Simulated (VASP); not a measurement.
Runs of VASP 6.6.1 on IrC. Symmetry: F-43m, No. 216, cubic system. The conventional cell has a = 4.621 Å, b = 4.621 Å, c = 4.621 Å, α = 90.00°, β = 90.00°, γ = 90.00°. Ir (site symmetry -43m) has 4 C at 2.00 Å as nearest neighbours. C (site symmetry -43m) has 4 Ir at 2.00 Å as nearest neighbours. The cell was built by a generator and needn't be a form met in nature.

```csv
task,level,U,gap on the mesh (eV),pressure (GPa)
single point,r2SCAN+U,Ir d U = 5 eV,none,-14.8
single point,r2SCAN+U,Ir d U = 3 eV,none,-8.2
single point,r2SCAN+U,Ir d U = 4 eV,none,(a)
single point,PBE,-,none,2.0
```

Alike in all rows: potentials or basis VASP PAW PBE potentials, release 64 (Ir, C); no spin polarisation; cell as given; k mesh 10 × 10 × 10; cutoff (eV) 520; smearing fermi-dirac 0.05 eV.

Question: Fill in the values left out.

Answer: (a) -11.3.

Caveats: the PAW data sets were made with another functional, which shifts forces and pressure a little (some runs); U without spin polarisation on a metal has little footing (some runs); the U is typed as a test and isn't derived for this compound (some runs).

A k mesh can miss the band edges, and the runs leave out spin-orbit coupling on Ir.

A gap of «none» marks a metal or a gap under the smearing width.

Not every run made on this cell is shown here.
